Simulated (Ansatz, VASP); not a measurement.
# SiO2 (SiO2 (P3_121)): VASP beside Ansatz

One calculation is typed for both programs; each brings its own data sets. How far apart do they land? Of the first pair: The structure shown is the end of the Ansatz relaxation below.

Main program and level: Ansatz 0.2.0; plane waves, with VASP 6.6.1 beside it; single point at r2SCAN.

### 1. Set-up

Symmetry: P3_121, No. 152, trigonal system. The conventional cell has a = 4.921 Å, b = 4.921 Å, c = 5.417 Å, α = 90.00°, β = 90.00°, γ = 120.00°. Si has 4 O at 1.61 to 1.62 Å nearest. O has 2 Si at 1.61 to 1.62 Å nearest. Farther neighbours and most contacts between anions are not listed.

### 2. Ansatz: relaxation, r2SCAN

Ansatz runs on its PAW soft_1 files.

This run makes the geometry at which the two programs are then compared.

The input, input.yaml:

```yaml
crystal:
  lattice:
    - [7.3816531, 4.2617994, 0.0]
    - [-7.3816531, 4.2617994, 0.0]
    - [0.0, 0.0, 5.416534765]
  atoms:
    - { symbol: Si, position: [0.02068581, 0.51034291, 0.0] }
    - { symbol: Si, position: [0.35401914, 0.17700957, 0.0] }
    - { symbol: Si, position: [0.68735248, 0.84367624, 0.0] }
    - { symbol: Si, position: [0.15632376, 0.31264752, 0.66666667] }
    - { symbol: Si, position: [0.48965709, 0.97931419, 0.66666667] }
    - { symbol: Si, position: [0.82299043, 0.64598086, 0.66666667] }
    - { symbol: Si, position: [0.15632376, 0.84367624, 0.33333333] }
    - { symbol: Si, position: [0.48965709, 0.51034291, 0.33333333] }
    - { symbol: Si, position: [0.82299043, 0.17700957, 0.33333333] }
    - { symbol: O, position: [0.22741702, 0.18579598, 0.78458424] }
    - { symbol: O, position: [0.56075035, 0.85246265, 0.78458424] }
    - { symbol: O, position: [0.89408368, 0.51912931, 0.78458424] }
    - { symbol: O, position: [0.14753735, 0.7082877, 0.11791757] }
    - { symbol: O, position: [0.48087069, 0.37495437, 0.11791757] }
    - { symbol: O, position: [0.81420402, 0.04162103, 0.11791757] }
    - { symbol: O, position: [0.2917123, 0.43924965, 0.4512509] }
    - { symbol: O, position: [0.62504563, 0.10591632, 0.4512509] }
    - { symbol: O, position: [0.95837897, 0.77258298, 0.4512509] }
    - { symbol: O, position: [0.22741702, 0.04162103, 0.21541576] }
    - { symbol: O, position: [0.56075035, 0.7082877, 0.21541576] }
    - { symbol: O, position: [0.89408368, 0.37495437, 0.21541576] }
    - { symbol: O, position: [0.2917123, 0.85246265, 0.5487491] }
    - { symbol: O, position: [0.62504563, 0.51912931, 0.5487491] }
    - { symbol: O, position: [0.95837897, 0.18579598, 0.5487491] }
    - { symbol: O, position: [0.14753735, 0.43924965, 0.88208243] }
    - { symbol: O, position: [0.48087069, 0.10591632, 0.88208243] }
    - { symbol: O, position: [0.81420402, 0.77258298, 0.88208243] }
basis:
  ecutwfc: 500.0
  ecutrho_ratio: 4
  xc_grid: 2
  fft_grid_basis: typed
  precision: f64
kpoints:
  mp_grid: { grid: [1, 1, 2], shift: [0.25, 0.25, 0.25] }
hamiltonian:
  xc: r2scan
  pseudopotentials:
    kind: paw
    azcp: { folder: soft_1, O: "soft_1/O.paw.azcp", Si: "soft_1/Si.paw.azcp" }
scf:
  max_iter: 60
  self_checks: high
  occupations: { method: fixed }
relax:
  f_tol: 0.02
  max_steps: 80
output:
  forces: true
checkpoint:
  write: "../host.relax.run"
  compress: false
  write_wavefunctions: true
  write_every: 100000
```

Started as:

```sh
$ ansatz run input.yaml --threads 4 --pin off --max-ram 7536MiB --backend cpu --events-out ev --progress --plain --runs-dir out
```

Numbers of over 12 decimals in the logs are rounded to 6 here.

The log of the run:

```text
Warning: crystal.symmetry: narrowed to the stabiliser of the k-point mesh — unitary ops 18 → 6; excluded 12 operations that carry the 1×1×2 mesh (shift [0.25, 0.25, 0.25]) neither onto itself nor onto its reverse (the run samples exactly the mesh kpoints.mp_grid names, as under crystal.symmetry.detect: false, and its converged state has the mesh's symmetry, not the crystal's; ε∞, the Born charges and the force consta [...]
Engine: ansatz 0.2.0, aarch64-unknown-linux-gnu
Pseudopotentials: kind: paw
Pseudopotential: Si, paw, valence charge 4, recommended cutoff 500 eV (meta_gga), soft_1/Si.paw.azcp
Pseudopotential: O, paw, valence charge 6, recommended cutoff 500 eV (meta_gga), soft_1/O.paw.azcp
Functional definition: r2SCAN
  parameter k0 = 0.174
  parameter k1 = 0.065
  parameter a1 = 4.9479
  exchange = r2scan_x(k0 = k0, k1 = k1, a1 = a1)
  correlation = r2scan_c
Crystal: 27 atoms, lattice volume = 340.799 Å³
Basis set: ecut = 500 eV, 8671 PW (Γ), exchange–correlation on 128×128×80 points (8 copies of the dense FFT grid, shifted against one another)
Bands: 99, of which v1, the nominal top of the filled ones, is band 72 counted from 1 (71 counted from 0)
Symmetry: 6 space group operations
k-points: 2
Non-local potential: Si, projectors of the file, l = 0: 2, l = 1: 2, l = 2: 1
Non-local potential: O, projectors of the file, l = 0: 2, l = 1: 2, l = 2: 1
PAW form: soft (Blöchl's): semilocal exchange-correlation on the pseudo side does not see the compensation charge
PAW frozen core: Si, regenerated for the run's functional (the file was generated under x = pbe(κ = 0.804, μ = 0.219515), c = pbe(β = 0.066725))
PAW frozen core: O, regenerated for the run's functional (the file was generated under x = pbe(κ = 0.804, μ = 0.219515), c = pbe(β = 0.066725))
PAW one-centre angular grid: Si, 302 points (default); XC on 160 Gauss nodes
PAW one-centre angular grid: O, 302 points (default); XC on 160 Gauss nodes
Initial density: superposition of atomic densities (chi_scale 0.1, normalization cell, long waves kept (reshape's long-wave potential 0.01 eV rms))
Initial wavefunctions: pseudopotential atomic-orbital guess
Functional: x = r2scan, c = r2scan; τ floored in thin density (d = 2e-4 eV/Å³)
SCF iter   1: F=—  HF=-16031.773375 eV  |F-HF|=—  |Δ(HF+E_count)|=         —  Δρ=1.30e-1  dr2=5.28e1  dr2_τ=6.13e0  ethr=3.10e-3  ⟨swp⟩=5.0  Hψ=740  notcnv=0  defer=48
preconditioner: auto → Resta (q_TF=auto, 2.363 Å⁻¹)  ε∞=2.6  [insulator: Δε(μ)=8.815 eV  Ē_g=19.306 eV  n_scr=70 (ndim 8)  ℏωp=24.1 eV  f_vac=0.004  ε∞_Penn≈2.6]
SCF iter   2: F=—  HF=-16019.552699 eV  |F-HF|=—  |Δ(HF+E_count)|=    1.22e1  Δρ=4.38e-2  dr2=3.17e0  dr2_τ=1.08e0  ethr=3.10e-3  ⟨swp⟩=3.0  Hψ=487  notcnv=0  defer=48
SCF iter   3: F=—  HF=-16020.709715 eV  |F-HF|=—  |Δ(HF+E_count)|=    1.16e0  Δρ=2.18e-2  dr2=8.57e-1  dr2_τ=6.30e-2  ethr=2.20e-3  ⟨swp⟩=2.5  Hψ=165  notcnv=0  defer=48
SCF iter   4: F=—  HF=-16020.894119 eV  |F-HF|=—  |Δ(HF+E_count)|=   1.84e-1  Δρ=1.45e-3  dr2=4.24e-3  dr2_τ=6.75e-4  ethr=5.95e-4  ⟨swp⟩=4.0  Hψ=312  notcnv=0  defer=48
SCF iter   5: F=—  HF=-16020.898826 eV  |F-HF|=—  |Δ(HF+E_count)|=   4.71e-3  Δρ=2.83e-4  dr2=2.48e-4  dr2_τ=3.78e-5  ethr=2.95e-6  ⟨swp⟩=3.0  Hψ=316  notcnv=0  defer=48
SCF iter   6: F=—  HF=-16020.898986 eV  |F-HF|=—  |Δ(HF+E_count)|=   1.60e-4  Δρ=1.35e-4  dr2=4.63e-5  dr2_τ=5.52e-6  ethr=1.73e-7  ⟨swp⟩=2.0  Hψ=287  notcnv=0  defer=48
SCF iter   7: F=-16020.898984 eV  HF=-16020.898988 eV  |F-HF|=3.78e-6  |Δ(HF+E_count)|=   2.18e-6  Δρ=6.05e-5  dr2=9.01e-6  dr2_τ=1.11e-6  ethr=6.94e-9  ⟨swp⟩=5.0  Hψ=746  notcnv=0
SCF 1 converged in 7 iterations: F = -16020.898984 eV  dr2 = 9.01e-6
  greatest PAW one-centre occupation: 0.868 electrons in one spin orbital (limit 2), on the O atom at site 23 (counted from 0), in its partial waves of l = 0
relax step   1: F+E_penalty+E_count = -16020.89898396 eV  Δ(F+E_penalty+E_count) = +0.000e0 eV  max|allowed force component| = 4.503e-3 eV/Å  Δτ_max = 0.0000 Å  (7 SCF iters, dr2 threshold 1.00e-5 eV, accepted)
Initial density: handed on by an earlier stage of this run
Initial wavefunctions: those handed on with the density
iter 1 solved again at ethr=6.25e-9 eV; its pass at ethr=3.10e-3 eV (dr2=9.00e-6 eV) is discarded
SCF iter   1: F=—  HF=-16020.898988 eV  |F-HF|=—  |Δ(HF+E_count)|=         —  Δρ=6.05e-5  dr2=9.00e-6  dr2_τ=1.11e-6  ethr=6.25e-9  ⟨swp⟩=1.0  Hψ=537  notcnv=0  defer=48
preconditioner: auto → Resta (q_TF=auto, 2.363 Å⁻¹)  ε∞=2.8  [insulator: Δε(μ)=7.715 eV  Ē_g=18.126 eV  n_scr=70 (ndim 8)  ℏωp=24.1 eV  f_vac=0.112  ε∞_Penn≈2.8]
SCF iter   2: F=—  HF=-16020.898987 eV  |F-HF|=—  |Δ(HF+E_count)|=   7.23e-7  Δρ=1.45e-5  dr2=8.70e-7  dr2_τ=1.90e-7  ethr=6.25e-9  ⟨swp⟩=2.0  Hψ=266  notcnv=0  defer=48
SCF iter   3: F=—  HF=-16020.898988 eV  |F-HF|=—  |Δ(HF+E_count)|=   5.59e-7  Δρ=8.57e-6  dr2=3.45e-7  dr2_τ=1.18e-8  ethr=6.94e-11  ⟨swp⟩=5.0  Hψ=722  notcnv=0
SCF iter   4: F=-16020.898988 eV  HF=-16020.898988 eV  |F-HF|=2.25e-9  |Δ(HF+E_count)|=   4.11e-7  Δρ=9.37e-7  dr2=2.85e-9  dr2_τ=2.82e-10  ethr=6.94e-11  ⟨swp⟩=3.0  Hψ=752  notcnv=0
SCF 2 converged in 4 iterations: F = -16020.898988 eV  dr2 = 2.85e-9
relax step   2: F+E_penalty+E_count = -16020.89898799 eV  Δ(F+E_penalty+E_count) = -4.025e-6 eV  max|allowed force component| = 4.376e-3 eV/Å  Δτ_max = 0.0000 Å  (4 SCF iters, accepted)
NSCF: frozen V_eff on 2 k-points
the band table was solved once a step of the walk had ended and its energy, with any forces and stress, was formed, with the checks that follow a solve (1254 applications of the Hamiltonian). They found nothing against the state; the energy, forces and stress were not computed again (output.eigenvalues in the input reference)
iter 1 solved again at ethr=1.98e-12 eV; its pass at ethr=3.10e-3 eV (dr2=2.85e-9 eV) is discarded
SCF iter   1: F=—  HF=-16020.898988 eV  |F-HF|=—  |Δ(HF+E_count)|=         —  Δρ=9.37e-7  dr2=2.85e-9  dr2_τ=2.82e-10  ethr=1.98e-12  ⟨swp⟩=1.0  Hψ=552  notcnv=0
preconditioner: auto → Resta (q_TF=auto, 2.363 Å⁻¹)  ε∞=2.8  [insulator: Δε(μ)=7.715 eV  Ē_g=18.107 eV  n_scr=70 (ndim 8)  ℏωp=24.1 eV  f_vac=0.112  ε∞_Penn≈2.8]
SCF iter   2: F=-16020.898988 eV  HF=-16020.898988 eV  |F-HF|=1.08e-9  |Δ(HF+E_count)|=   1.46e-9  Δρ=5.88e-7  dr2=1.16e-9  dr2_τ=6.30e-11  ethr=1.98e-12  ⟨swp⟩=3.0  Hψ=362  notcnv=0
SCF 3 converged in 2 iterations: F = -16020.898988 eV  dr2 = 1.16e-9
NSCF: frozen V_eff on 2 k-points
the band table was solved once a step of the walk had ended and its energy, with any forces and stress, was formed, with the checks that follow a solve (848 applications of the Hamiltonian). They found nothing against the state; the energy, forces and stress were not computed again (output.eigenvalues in the input reference)
SCF converged after 2 iterations
Free energy (F): -16020.898988 eV
Harris-Foulkes:  -16020.898988 eV  (|F-HF|=1.08e-9)
Internal energy: -16020.898988 eV  (E = F + TS)
E sigma→0 (E₀):  -16020.898988 eV
Fermi energy:    1.930853 eV
--- Per-component energies (eV) ---
  E_band       = -729.793178
  E_kinetic    = 3526.034097
  E_local      = -8799.169902  (includes V_loc(G=0)·N_el)
  E_nonlocal   = 1121.768555
  E_hartree    = 3230.705676
  E_xc         = -1770.785455
  E_vxc        = -2333.958614  (∫ρ·V_xc dr)
  E_paw        = -7652.023039  (= ΣΔE_a)
  E_vpaw       = -851.889148  (= ΣTr[D̂ρ^β])
  E_aug_tail   = 0.005171  (compensation charges beyond the density's cutoff)
  E_vtau       = 146.005541  (kinetic-family band-sum trace: ∫τ·v_τ [+ j·A + Jᵃ·Aᵃ] dr)
  E_ewald      = -5676.171252
  E_core_change = -1.262838  (= ΣΔE_core)
  E_smearing   = -0.000000  (= −TS)
  E_closure    = -0.000000  (closes the sum)
  Σ components = -16020.898988   (vs F -16020.898988, Δ=0.00e0)
--- Forces (eV/Å), atoms counted from 1 ---
  atom   1  Si     0.00024085    -0.00023714     0.00247878
  atom   2  Si     0.00024085    -0.00023714     0.00247878
  atom   3  Si     0.00024085    -0.00023714     0.00247878
  atom   4  Si     0.00024085     0.00023714    -0.00247878
  atom   5  Si     0.00024085     0.00023714    -0.00247878
  atom   6  Si     0.00024085     0.00023714    -0.00247878
  atom   7  Si     0.00006610     0.00000000     0.00000000
  atom   8  Si     0.00006610     0.00000000     0.00000000
  atom   9  Si     0.00006610     0.00000000     0.00000000
  atom  10  O      0.00077229    -0.00282871    -0.00324464
  atom  11  O      0.00077229    -0.00282871    -0.00324464
  atom  12  O      0.00077229    -0.00282871    -0.00324464
  atom  13  O      0.00192675     0.00130960    -0.00437491
  atom  14  O      0.00192675     0.00130960    -0.00437491
  atom  15  O      0.00192675     0.00130960    -0.00437491
  atom  16  O     -0.00297311    -0.00030981     0.00056760
  atom  17  O     -0.00297311    -0.00030981     0.00056760
  atom  18  O     -0.00297311    -0.00030981     0.00056760
  atom  19  O     -0.00297311     0.00030981    -0.00056760
  atom  20  O     -0.00297311     0.00030981    -0.00056760
  atom  21  O     -0.00297311     0.00030981    -0.00056760
  atom  22  O      0.00192675    -0.00130960     0.00437491
  atom  23  O      0.00192675    -0.00130960     0.00437491
  atom  24  O      0.00192675    -0.00130960     0.00437491
  atom  25  O      0.00077229     0.00282871     0.00324464
  atom  26  O      0.00077229     0.00282871     0.00324464
  atom  27  O      0.00077229     0.00282871     0.00324464
  max |Σ_I F_I| component: 9.69e-7 eV/Å
--- Band table (eV) ---
  k-point 0: bands = [... 68 lower, 1.7408, 1.8956, 1.9150, 1.9150, 9.6457, 10.5195, 10.5195, 12.0284, ... 23 higher]
  k-point 1: bands = [... 68 lower, 1.6381, 1.8658, 1.8658, 1.9309, 10.4782, 11.1441, 11.1441, 11.7881, ... 23 higher]
--- Relaxed structure (2 steps of the walk, 2 accepted, 0 SCFs on fresh bases) ---
  F+E_penalty+E_count = -16020.89898799 eV   max|allowed force component| = 4.376e-3 eV/Å
  atoms:
    - { symbol: Si, position: [0.020686, 0.510343, 0.0] }
    - { symbol: Si, position: [0.354019, 0.177010, 0.0] }
    - { symbol: Si, position: [0.687352, 0.843676, 0.0] }
    - { symbol: Si, position: [0.156324, 0.312648, 0.666667] }
    - { symbol: Si, position: [0.489657, 0.979314, 0.666667] }
    - { symbol: Si, position: [0.822990, 0.645981, 0.666667] }
    - { symbol: Si, position: [0.156324, 0.843676, 0.333333] }
    - { symbol: Si, position: [0.489657, 0.510343, 0.333333] }
    - { symbol: Si, position: [0.822990, 0.177010, 0.333333] }
    - { symbol: O, position: [0.227417, 0.185796, 0.784584] }
    - { symbol: O, position: [0.560750, 0.852463, 0.784584] }
    - { symbol: O, position: [0.894084, 0.519129, 0.784584] }
    - { symbol: O, position: [0.147537, 0.708288, 0.117918] }
    - { symbol: O, position: [0.480871, 0.374954, 0.117918] }
    - { symbol: O, position: [0.814204, 0.041621, 0.117918] }
    - { symbol: O, position: [0.291712, 0.439250, 0.451251] }
    - { symbol: O, position: [0.625046, 0.105916, 0.451251] }
    - { symbol: O, position: [0.958379, 0.772583, 0.451251] }
    - { symbol: O, position: [0.227417, 0.041621, 0.215416] }
    - { symbol: O, position: [0.560750, 0.708288, 0.215416] }
    - { symbol: O, position: [0.894084, 0.374954, 0.215416] }
    - { symbol: O, position: [0.291712, 0.852463, 0.548749] }
    - { symbol: O, position: [0.625046, 0.519129, 0.548749] }
    - { symbol: O, position: [0.958379, 0.185796, 0.548749] }
    - { symbol: O, position: [0.147537, 0.439250, 0.882082] }
    - { symbol: O, position: [0.480871, 0.105916, 0.882082] }
    - { symbol: O, position: [0.814204, 0.772583, 0.882082] }
```

Reading the cycles: dr2 is the Hartree energy of the density residual (eV), the measure of convergence; HF is the Harris–Foulkes estimate of the energy, which meets the free energy F at convergence.

[end of part 1 of 3]

[Lines on the potential files, build, host, timing and source positions are cut from VASP's logs without a mark.]

[Logs are printed without paths, hosts, clocks, repeated set-up lines and the standing remarks that a program may print on its own settings, such as how far it seeks lower states.]

[Hosts, paths, dates, database ids (printed as entryN), source tags and the programs' standing remarks are cut or masked in the printed files.]
